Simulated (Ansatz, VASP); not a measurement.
# MgTiTe3: VASP beside Ansatz

Wanted: the spread between two codes on one cell, functional and k mesh. The cell is generated by rule, not measured, and may not be a known phase. The cell is taken from a series of runs on this material, whose earlier steps may have relaxed, scaled, displaced or heated it; both programs get it as it stands.

Calculated with Ansatz 0.2.0; plane waves, with VASP 6.6.1 beside it; relaxation of cell and atoms at PBE with D3(BJ).

## Step 1: The starting structure

It takes space group P4mm (No. 99, tetragonal). Conventional cell: a = 5.457 Å, b = 5.457 Å, c = 5.455 Å, α = 90.00°, β = 90.00°, γ = 90.00°. Nearest to Mg lie 4 Te at 2.85 Å. Nearest to Ti lie 6 Te at 2.46 to 3.00 Å. Nearest to Te lie 2 Ti at 2.46 to 3.00 Å. Nearest to Te lie 2 Ti at 2.82 Å and 2 Mg at 2.85 Å. Farther neighbours and most contacts between anions are not listed.

Structure file:

```xyz
5
Lattice="5.4574 0.0000 0.0000 0.0000 5.4574 0.0000 0.0000 0.0000 5.4550" Properties=species:S:1:pos:R:3 pbc="T T T"
Mg    0.0000    0.0000    4.2192
Ti    2.7287    2.7287    2.6699
Te    2.7287    2.7287    0.2116
Te    2.7287    0.0000    3.3856
Te    0.0000    2.7287    3.3856
```

## Step 2: VASP: relaxation of cell and atoms, PBE with D3(BJ), pair 1

The relaxed volume is the usual yardstick between codes: in a stiff, nearly cubic crystal its relative difference is about their pressure difference at one cell divided by the bulk modulus.

Lines of VASP's logs that name or quote its potential files are left out, and so is its time.

INCAR reads:

```
SYSTEM = MgTiTe3
PREC = Accurate
ENCUT = 600
EDIFF = 1E-07
NELM = 120
ISMEAR = 0
SIGMA = 0.1
LREAL = .FALSE.
ALGO = Normal
GGA = PE
IVDW = 12
NBANDS = 22
LASPH = .TRUE.
LORBIT = 11
LWAVE = .FALSE.
LCHARG = .FALSE.
ISIF = 3
IBRION = 2
NSW = 80
EDIFFG = -0.005
GGA_COMPAT = .FALSE.
NELMIN = 4
KPAR = 2
```

POSCAR reads:

```
MgTiTe3
1.0
    5.4573680000      0.0000000000      0.0000000000
    0.0000000000      5.4573680000      0.0000000000
    0.0000000000      0.0000000000      5.4549820000
Mg Ti Te
1 1 3
Direct
    0.0000000000      0.0000000000      0.7734558977
    0.5000000000      0.5000000000      0.4894448781
    0.5000000000      0.5000000000      0.0387981115
    0.5000000000      0.0000000000      0.6206504439
    0.0000000000      0.5000000000      0.6206504439
```

KPOINTS reads:

```
Automatic mesh
0
Gamma
8 8 8
0 0 0
```

Potentials, in the order of the species: Mg, Ti_sv and Te (PBE family, release 64).

The run is started by

```sh
> mpirun -np 2 vasp_std
```

Numbers of over 12 decimals in the logs are rounded to 6 here.

Log:

```text
[banner, memory and clock lines left out]
running    2 mpi-ranks, on    1 nodes
 distrk:  each k-point on    1 cores,    2 groups
 distr:  one band on    1 cores,    1 groups

 POSCAR found type information on POSCAR MgTiTe
 POSCAR found :  3 types and       5 ions
 LDA part: xc-table for (Slater+PW92), standard interpolation
 POSCAR, INCAR and KPOINTS ok, starting setup
 FFT: planning ... GRIDC
 FFT: planning ... GRID_SOFT
 FFT: planning ... GRID
 WAVECAR not read
 entering main loop
       N       E                     dE             d eps       ncg     rms          rms(c)
DAV:   1     0.240818718267E+03    0.24082E+03   -0.14446E+04  3372   0.140E+03
DAV:   2     0.634896640085E+01   -0.23447E+03   -0.22448E+03  3814   0.306E+02
DAV:   3    -0.213448132378E+02   -0.27694E+02   -0.26591E+02  5762   0.915E+01
DAV:   4    -0.233510743416E+02   -0.20063E+01   -0.19966E+01  4880   0.220E+01
DAV:   5    -0.234649005163E+02   -0.11383E+00   -0.11382E+00  4584   0.471E+00    0.120E+01
DAV:   6    -0.248853436857E+02   -0.14204E+01   -0.16798E+01  4546   0.385E+01    0.232E+01
DAV:   7    -0.211439280310E+02    0.37414E+01   -0.20307E+01  4728   0.456E+01    0.801E+00
DAV:   8    -0.207028647723E+02    0.44106E+00   -0.12944E+00  3716   0.816E+00    0.334E+00
DAV:   9    -0.205786836814E+02    0.12418E+00   -0.61187E-01  4810   0.697E+00    0.208E+00
DAV:  10    -0.205653943926E+02    0.13289E-01   -0.12113E-01  4362   0.394E+00    0.815E-01
DAV:  11    -0.205574100895E+02    0.79843E-02   -0.10215E-02  3952   0.106E+00    0.492E-01
DAV:  12    -0.205574307237E+02   -0.20634E-04   -0.36926E-03  3856   0.362E-01    0.243E-01
DAV:  13    -0.205577528509E+02   -0.32213E-03   -0.56569E-04  3876   0.122E-01    0.144E-01
DAV:  14    -0.205578160599E+02   -0.63209E-04   -0.18028E-04  3968   0.107E-01    0.686E-02
DAV:  15    -0.205578940927E+02   -0.78033E-04   -0.12575E-04  3618   0.523E-02    0.883E-03
DAV:  16    -0.205579080463E+02   -0.13954E-04   -0.15596E-05  3838   0.163E-02    0.136E-02
DAV:  17    -0.205579117903E+02   -0.37439E-05   -0.46686E-06  3594   0.119E-02    0.828E-03
DAV:  18    -0.205579115380E+02    0.25222E-06   -0.44359E-07  3634   0.703E-03    0.468E-03
DAV:  19    -0.205579116621E+02   -0.12404E-06   -0.73087E-08  2446   0.178E-03    0.233E-03
DAV:  20    -0.205579116887E+02   -0.26645E-07   -0.34962E-08  2076   0.134E-03
   1 F= -.22321089E+02 E0= -.22318339E+02  d E =-.223211E+02
[... from here on, the cycles between the ionic steps are left out ...]
   2 F= -.22322159E+02 E0= -.22319573E+02  d E =-.107085E-02
  12 F= -.22322563E+02 E0= -.22319980E+02  d E =-.133712E-03
  13 F= -.22322585E+02 E0= -.22320017E+02  d E =-.155751E-03
  14 F= -.22322590E+02 E0= -.22320019E+02  d E =-.499294E-05
  15 F= -.22322604E+02 E0= -.22320026E+02  d E =-.188749E-04
  16 F= -.22322627E+02 E0= -.22320035E+02  d E =-.418445E-04
  17 F= -.22322655E+02 E0= -.22320032E+02  d E =-.698581E-04
  18 F= -.22322638E+02 E0= -.22319951E+02  d E =-.530860E-04
  19 F= -.22322660E+02 E0= -.22320015E+02  d E =-.745598E-04
  20 F= -.22322656E+02 E0= -.22319976E+02  d E =0.387379E-05
 trial-energy change:    0.000004  1 .order    0.000003   -0.000009    0.000016
 step:   0.6263(harm=  0.6770)  dis= 0.00028  next Energy=   -22.322661 (dE=-0.157E-05)
 bond charge predicted
       N       E                     dE             d eps       ncg     rms          rms(c)
DAV:   1    -0.205756828971E+02    0.23872E-03   -0.11895E-03  4306   0.602E-01    0.218E-02
DAV:   2    -0.205756993534E+02   -0.16456E-04   -0.17291E-04  3300   0.106E-01    0.212E-02
DAV:   3    -0.205756914062E+02    0.79472E-05   -0.11681E-05  4050   0.465E-02    0.909E-03
DAV:   4    -0.205756900610E+02    0.13452E-05   -0.39558E-06  4304   0.171E-02    0.248E-03
DAV:   5    -0.205756902610E+02   -0.19999E-06   -0.93449E-07  4450   0.502E-03    0.223E-03
DAV:   6    -0.205756903128E+02   -0.51822E-07   -0.33131E-08  1800   0.133E-03
  21 F= -.22322661E+02 E0= -.22320004E+02  d E =-.145743E-05
 curvature:  -0.47 expect dE=-0.306E-06 dE for cont linesearch -0.205E-09
 trial: gam= 0.13808 g(F)=  0.516E-06 g(S)=  0.139E-06 ort =-0.555E-07 (trialstep = 0.160E+01)
 search vector abs. value=  0.773E-06
 reached required accuracy - stopping structural energy minimisation
```

From OUTCAR (step 2):

```text
ion  position               nearest neighbor table
   1  0.000  0.000  0.773-   4 2.85   5 2.85   5 2.85   4 2.85
   2  0.500  0.500  0.489-   3 2.46   4 2.82   5 2.82   4 2.82   5 2.82   3 3.00
   3  0.500  0.500  0.039-   2 2.46   2 3.00   5 3.56   4 3.56   4 3.56   5 3.56
   4  0.500  0.000  0.621-   2 2.82   2 2.82   1 2.85   1 2.85   3 3.56   3 3.56
   5  0.000  0.500  0.621-   2 2.82   2 2.82   1 2.85   1 2.85   3 3.56   3 3.56

  LATTYP: Found a simple tetragonal cell.
 ALAT       =     5.4573680000
 C/A-ratio  =     0.9995627929

 Subroutine GETGRP returns: Found  8 space group operations
 (whereof  8 operations were pure point group operations)

The static configuration has the point symmetry C_4v.

 Found     75 irreducible k-points:

   k-points           NKPTS =     75   k-points in BZ     NKDIM =     75   number of bands    NBANDS=     22

   dimension x,y,z NGX =    48 NGY =   48 NGZ =   48
   dimension x,y,z NGXF=    96 NGYF=   96 NGZF=   96

   ENCUT  =  600.0 eV  44.10 Ry    6.64 a.u.  10.90 10.90 10.89*2*pi/ulx,y,z

   NELECT =      32.0000    total number of electrons

 k-points in reciprocal lattice and weights: Automatic mesh
   0.00000000  0.00000000  0.00000000       0.002
   0.12500000  0.00000000  0.00000000       0.008
   0.25000000  0.00000000  0.00000000       0.008
   0.37500000  0.00000000  0.00000000       0.008
   0.50000000  0.00000000  0.00000000       0.004
   0.12500000  0.12500000  0.00000000       0.008
   0.25000000  0.12500000  0.00000000       0.016
   0.37500000  0.12500000  0.00000000       0.016
   0.50000000  0.12500000  0.00000000       0.008
[...]
0.50000000  0.37500000  0.50000000       0.008
   0.50000000  0.50000000  0.50000000       0.002

 Edisp (eV)   -1.74673

 average (electrostatic) potential at core
       1 -38.4783       2 -77.3591       3 -89.7382       4 -89.7999       5 -89.7999

 E-fermi :   4.3552

 k-point     1 :       0.0000    0.0000    0.0000
  band No.  band energies     occupation
    ...
     13       2.9101      2.00000
     14       3.0708      2.00000
     15       3.3218      2.00000
     16       3.3218      2.00000
     17       4.2772      1.73003
     18       4.7296      0.00000
     19       5.6077      0.00000
     20       5.6077      0.00000
     21       5.6405      0.00000
     22       5.6588      0.00000

 k-point     2 :       0.1250    0.0000    0.0000
  band No.  band energies     occupation
    ...
     12       2.5448      2.00000
     13       2.9421      2.00000
     14       3.1635      2.00000
     15       3.1772      2.00000
     16       3.2951      2.00000
     17       4.4793      0.07929
     18       4.9094      0.00000
     19       5.0085      0.00000
     20       5.6121      0.00000
     21       5.7825      0.00000
    ...

 k-point     3 :       0.2500    0.0000    0.0000
  band No.  band energies     occupation
    ...
     12       2.0312      2.00000
     13       2.7582      2.00000
     14       2.9144      2.00000
     15       3.2889      2.00000
     16       3.3328      2.00000
     17       4.7432      0.00000
     18       4.8006      0.00000
     19       5.1866      0.00000
     20       5.6237      0.00000
     21       6.1410      0.00000
    ...

 Edisp (eV)   -1.74697

  Total      -0.00103    -0.00103    -0.00350     0.00000     0.00000    -0.00000
  in kB      -0.01003    -0.01003    -0.03426     0.00000     0.00000    -0.00000
  external pressure =       -0.02 kB  Pullay stress =        0.00 kB

  energy-cutoff  :      600.00
  volume of cell :      163.88
      direct lattice vectors                 reciprocal lattice vectors
     5.478624260  0.000000000 -0.000000000     0.182527575 -0.000000000  0.000000000
    -0.000000000  5.478624260  0.000000000     0.000000000  0.182527575  0.000000000
    -0.000000000 -0.000000000  5.460042824     0.000000000 -0.000000000  0.183148747

 POSITION                                       TOTAL-FORCE (eV/Angst)
 -----------------------------------------------------------------------------------
     -0.00000     -0.00000      4.19829        -0.000000     -0.000000      0.001536
      2.73931      2.73931      2.67620        -0.000000     -0.000000      0.000528
      2.73931      2.73931      0.21993        -0.000000     -0.000000      0.001415
      2.73931     -0.00000      3.39523         0.000000      0.000000     -0.001739
     -0.00000      2.73931      3.39523         0.000000      0.000000     -0.001739
 -----------------------------------------------------------------------------------
    total drift:                                0.000000     -0.000000      0.000755

  FREE ENERGIE OF THE ION-ELECTRON SYSTEM (eV)
  ---------------------------------------------------
  free  energy   TOTEN  =       -22.3226612182 eV

  energy  without entropy=      -22.3173473463  energy(sigma->0) =      -22.32000428

 reached required accuracy - stopping structural energy minimisation

 total charge
# of ion       s       p       d       tot
------------------------------------------
    1        0.177   0.102   0.023   0.302
    2        2.171   6.107   1.896  10.175
    3        1.387   2.019   0.024   3.430
    4        1.357   2.079   0.026   3.462
    5        1.357   2.079   0.026   3.462
--------------------------------------------------
tot          6.450  12.385   1.997  20.832

[... 3 further parts left out ...]
```

CONTCAR:

```
MgTiTe3
   1.00000000000000
     5.4786242602318058    0.0000000000000000   -0.0000000000000000
    -0.0000000000000000    5.4786242602318058    0.0000000000000000
    -0.0000000000000000   -0.0000000000000000    5.4600428236984015
  Mg              Ti              Te
     1     1     3
Direct
     0.0000000000000000    0.0000000000000000    0.7689119975998918
     0.5000000000000000    0.5000000000000000    0.4901430489636862
     0.5000000000000000    0.5000000000000000    0.0402793621989171
     0.5000000000000000    0.0000000000000000    0.6218326831687523
     0.0000000000000000    0.5000000000000000    0.6218326831687523
```

This run has no spin polarisation, so a moment on Ti, if there is one, isn't seen. The run keeps the 8 symmetry operations of its start, so it cannot find a distortion of lower symmetry.

## Step 3: Ansatz: relaxation of cell and atoms, PBE with D3(BJ), pair 1

Ansatz runs on its default PAW (the set named soft_2) files.

The same cell, functional, mesh and smearing now go to Ansatz, which takes its cutoff from its data sets.

input.yaml reads:

```yaml
crystal:
  lattice:
    - [5.4573677539, 0.0, 0.0]
    - [0.0, 5.4573677539, 0.0]
    - [0.0, 0.0, 5.4549817154]
  atoms:
    - { symbol: Mg, position: [0.0, 0.0, -0.2265440552] }
    - { symbol: Ti, position: [0.5, 0.5, 0.4894449415] }
    - { symbol: Te, position: [0.5, 0.5, 0.0387981858] }
    - { symbol: Te, position: [0.5, 0.0, 0.6206504639] }
    - { symbol: Te, position: [0.0, 0.5, 0.6206504639] }
kpoints:
  mp_grid: { grid: [8, 8, 8] }
hamiltonian:
  xc: pbe
  dispersion: d3bj
scf:
  occupations: { method: gaussian, width: 0.1 }
output:
  forces: true
  stress: true
  eigenvalues: true
  write_density: true
  write_potential: true
  elf: true
  volumetric_format: npy
relax:
  adjacent_minimum: "off"
  f_tol: 0.005
  max_steps: 80
  cell: { stress_tol: 0.05 }
```

The run is started by

```sh
> ansatz run input.yaml --threads 8 --pin off --max-ram 14336MiB --backend cpu --events-out ev --progress --plain --runs-dir out
```

Log:

```text
Engine: ansatz 0.2.0, aarch64-unknown-linux-gnu
Pseudopotentials: kind: paw
Pseudopotential: Mg, paw, valence charge 10, recommended cutoff 420 eV (normal), Mg.paw.azcp
Pseudopotential: Ti, paw, valence charge 12, recommended cutoff 420 eV (normal), Ti.paw.azcp
Pseudopotential: Te, paw, valence charge 16, recommended cutoff 420 eV (normal), Te.paw.azcp
Functional definition: PBE
  parameter kappa = 0.804
  parameter beta = 0.066725
  exchange = pbe_x(kappa = kappa, mu = beta*pi^2/3)
  correlation = pbe_c(beta = beta)
Crystal: 5 atoms, lattice volume = 162.465 Å³
Basis set: ecut = 420 eV, 3191 PW (Γ), exchange–correlation on 80×80×80 points (8 copies of the dense FFT grid, shifted against one another)
Bands: 42, of which v1, the nominal top of the filled ones, is band 35 counted from 1 (34 counted from 0)
Symmetry: 8 space group operations
Space group: P4mm (ITA 99), of the structure as read, at distance tolerance 5.5e-5 Å
k-points: 75 of 512 (time reversal used)
Non-local potential: Mg, projectors of the file, l = 0: 3, l = 1: 2, l = 2: 1
Non-local potential: Ti, projectors of the file, l = 0: 3, l = 1: 2, l = 2: 3, l = 3: 1
Non-local potential: Te, projectors of the file, l = 0: 2, l = 1: 2, l = 2: 2, l = 3: 2
PAW form: soft (Blöchl's): semilocal exchange-correlation on the pseudo side does not see the compensation charge
PAW one-centre angular grid: Mg, 110 points (default); XC on 64 Gauss nodes
PAW one-centre angular grid: Ti, 590 points (default); XC on 64 Gauss nodes
PAW one-centre angular grid: Te, 590 points (default); XC on 64 Gauss nodes
Initial density: superposition of atomic densities (neutral atoms: chi_scale 0, normalization atom), corrected by the library's trained network
Initial wavefunctions: pseudopotential atomic-orbital guess
Functional: x = pbe(κ = 0.804, μ = 0.219515), c = pbe(β = 0.066725)
SCF iter   1: F=—  HF=-25366.912169 eV  |F-HF|=—  |Δ(HF+E_count)|=         —  Δρ=4.43e-3  dr2=2.56e-2  ethr=1.77e-3  ⟨swp⟩=7.3  Hψ=12818  notcnv=0
preconditioner: auto → none  [metal: Δε(μ)=0.029 eV  Ē_g=6.384 eV  σ=0.100 eV  W_gap=0.16  n_scr=32 (ndim 8)  ℏωp=14.3 eV  f_vac=0.151  D(μ)=0.98/eV (n_scr^D=0)  sad-step TF]
SCF iter   2: F=—  HF=-25366.908319 eV  |F-HF|=—  |Δ(HF+E_count)|=   3.85e-3  Δρ=2.37e-3  dr2=8.81e-3  ethr=3.65e-5  ⟨swp⟩=2.1  Hψ=6093  notcnv=0
SCF iter   3: F=—  HF=-25366.918949 eV  |F-HF|=—  |Δ(HF+E_count)|=   1.06e-2  Δρ=6.28e-3  dr2=1.32e-1  ethr=1.26e-5  ⟨swp⟩=2.0  Hψ=6054  notcnv=0  recentre
SCF iter   4: F=—  HF=-25366.908592 eV  |F-HF|=—  |Δ(HF+E_count)|=   1.04e-2  Δρ=1.39e-3  dr2=5.98e-3  ethr=1.26e-5  ⟨swp⟩=2.0  Hψ=6043  notcnv=0
SCF iter   5: F=—  HF=-25366.908160 eV  |F-HF|=—  |Δ(HF+E_count)|=   4.32e-4  Δρ=2.79e-4  dr2=7.90e-5  ethr=8.54e-6  ⟨swp⟩=1.4  Hψ=3158  notcnv=0  defer=2
SCF iter   6: F=—  HF=-25366.908158 eV  |F-HF|=—  |Δ(HF+E_count)|=   2.48e-6  Δρ=5.27e-5  dr2=2.79e-6  ethr=1.13e-7  ⟨swp⟩=2.0  Hψ=4203  notcnv=0  defer=20
SCF iter   7: F=—  HF=-25366.908159 eV  |F-HF|=—  |Δ(HF+E_count)|=   1.86e-6  Δρ=1.60e-5  dr2=3.93e-7  ethr=3.99e-9  ⟨swp⟩=2.0  Hψ=5627  notcnv=0  defer=21
SCF iter   8: F=—  HF=-25366.908160 eV  |F-HF|=—  |Δ(HF+E_count)|=   2.36e-7  Δρ=7.18e-6  dr2=1.46e-7  ethr=1.43e-10  ⟨swp⟩=14.7  Hψ=24505  notcnv=0
SCF iter   9: F=-25366.908160 eV  HF=-25366.908160 eV  |F-HF|=3.12e-9  |Δ(HF+E_count)|=   1.65e-8  Δρ=1.62e-6  dr2=7.15e-9  ethr=1.43e-10  ⟨swp⟩=8.5  Hψ=19026  notcnv=0
SCF 1 converged in 9 iterations: F = -25366.908160 eV  dr2 = 7.15e-9
  greatest PAW one-centre occupation: 1.000 electrons in one spin orbital (limit 2), on the Mg atom at site 0 (counted from 0), in its partial waves of l = 0
relax step   1: F+E_penalty+E_count = -25366.90815962 eV  Δ(F+E_penalty+E_count) = +0.000e0 eV  max|allowed force component| = 4.218e-2 eV/Å  Δτ_max = 0.0000 Å  P = +0.299 GPa  Ω = 162.465 Å³  (9 SCF iters, dr2 threshold 1.00e-7 eV, accepted)
[...]
relax step   3: F+E_penalty+E_count = -25366.90959062 eV  Δ(F+E_penalty+E_count) = -8.048e-4 eV  max|allowed force component| = 9.258e-3 eV/Å  Δτ_max = 0.0097 Å  P = -0.022 GPa  Ω = 163.934 Å³  energy of the carried Pulay correction = -1.500e-4 eV  (6 SCF iters, dr2 threshold 1.37e-7 eV, accepted)
[...]
relax step   4: F+E_penalty+E_count = -25366.90962352 eV  Δ(F+E_penalty+E_count) = -3.291e-5 eV  max|allowed force component| = 3.166e-3 eV/Å  Δτ_max = 0.0038 Å  P = -0.002 GPa  Ω = 163.914 Å³  energy of the carried Pulay correction = -1.479e-4 eV  (7 SCF iters, dr2 threshold 5.36e-9 eV, accepted)
[...]
relax step   5: F+E_penalty+E_count = -25366.90977641 eV  Δ(F+E_penalty+E_count) = -1.529e-4 eV  max|allowed force component| = 3.199e-3 eV/Å  Δτ_max = 0.0000 Å  P = -0.003 GPa  Ω = 163.914 Å³  stress off target by 8.35e-3 GPa  SCF on the basis re-selected at this cell (its energy is not comparable with the rows above)  (8 SCF iters)
basis re-selected at this cell: Δ(F+E_penalty+E_count) = -1.529e-4 eV, ΔP = -0.000 GPa vs the last step (what re-selecting the basis moved, of the pressure what is left beyond the Pulay correction that the steps carried, after the strain that the cell walked since its last selection, with what the two solves' SCF thresholds leave and, on support functions, any second-order correction that the steps lacked; it is no m [...]
SCF converged after 8 iterations
Free energy (F): -25366.909776 eV
Harris-Foulkes:  -25366.909776 eV  (|F-HF|=2.69e-10)
Internal energy: -25366.904572 eV  (E = F + TS)
E sigma→0 (E₀):  -25366.907174 eV
Entropy (-TS):   -0.005204 eV (-1.041 meV/atom)
Fermi energy:    7.049811 eV
--- Per-component energies (eV) ---
  E_band       = -1447.015437
  E_kinetic    = 890.348368
  E_local      = -7855.041736  (includes V_loc(G=0)·N_el)
  E_nonlocal   = -825.144160
  E_hartree    = 4078.403055
  E_xc         = -499.137962
  E_vxc        = -471.556244  (∫ρ·V_xc dr)
  E_paw        = -15329.096705  (= ΣΔE_a)
  E_vpaw       = -1342.427302  (= ΣTr[D̂ρ^β])
  E_aug_tail   = -0.000478  (compensation charges beyond the density's cutoff)
  E_ewald      = -5825.487650
  E_disp       = -1.747304  (pairwise vdW)
  E_smearing   = -0.005204  (= −TS)
  E_closure    = -0.000000  (closes the sum)
  Σ components = -25366.909776   (vs F -25366.909776, Δ=0.00e0)
--- Forces (eV/Å), atoms counted from 1 ---
  atom   1  Mg    -0.00000000     0.00000000    -0.00319934
  atom   2  Ti    -0.00000000     0.00000000    -0.00248821
  atom   3  Te    -0.00000000     0.00000000     0.00192209
  atom   4  Te     0.00000000     0.00000000     0.00188283
  atom   5  Te    -0.00000000    -0.00000000     0.00188283
  max |Σ_I F_I| component: 2.04e-7 eV/Å
--- Stress (GPa, compression-positive) ---
        0.000275       0.000000      -0.000000
        0.000000       0.000275       0.000000
       -0.000000       0.000000      -0.008346
  P = ⅓ Tr σ = -0.0026 GPa (-0.026 kbar)
--- Band table (eV; the first three rows and the last of 75) ---
  k-point 0: bands = [... 31 lower, 5.6010, 5.7615, 6.0101, 6.0101, 6.9734, 7.4184, 8.2978, 8.2978, ... 3 higher]
  k-point 1: bands = [... 31 lower, 5.5349, 5.5435, 6.0263, 6.0263, 6.9779, 7.4995, 8.3263, 8.3263, ... 3 higher]
  k-point 2: bands = [... 31 lower, 5.2358, 5.4115, 6.0542, 6.0542, 6.9889, 7.7131, 8.3150, 8.3872, ... 3 higher]
  k-point 74: bands = [... 31 lower, 4.7115, 6.6584, 7.0225, 7.1422, 7.1422, 8.3976, 8.3976, 8.4254, ... 3 higher]
--- Relaxed structure (4 steps of the walk, 4 accepted, 1 SCFs on fresh bases) ---
  F+E_penalty+E_count = -25366.90977641 eV   max|allowed force component| = 3.199e-3 eV/Å   (the final SCF, on the basis selected at the relaxed cell)
  cell:  # Å, volume = 163.9137 Å³
    - [5.477081, 0.0, 0]
    - [0.0, 5.477081, 0.0]
    - [0, 0.0, 5.464079]
  atoms:
    - { symbol: Mg, position: [0, 0.0, -0.229985] }
    - { symbol: Ti, position: [0.5, 0.5, 0.489937] }
    - { symbol: Te, position: [0.5, 0.5, 0.040247] }
    - { symbol: Te, position: [0.5, 0.0, 0.621400] }
    - { symbol: Te, position: [0, 0.5, 0.621400] }
```

(Continued in part 2 of 2.)

[Lines on the potential files, build, host, timing and source positions are cut from VASP's logs without a mark.]

[Logs are printed without paths, hosts, clocks, repeated set-up lines and the standing remarks that a program may print on its own settings, such as how far it seeks lower states.]

[Hosts, paths, dates, database ids (printed as entryN), source tags and the programs' standing remarks are cut or masked in the printed files.]
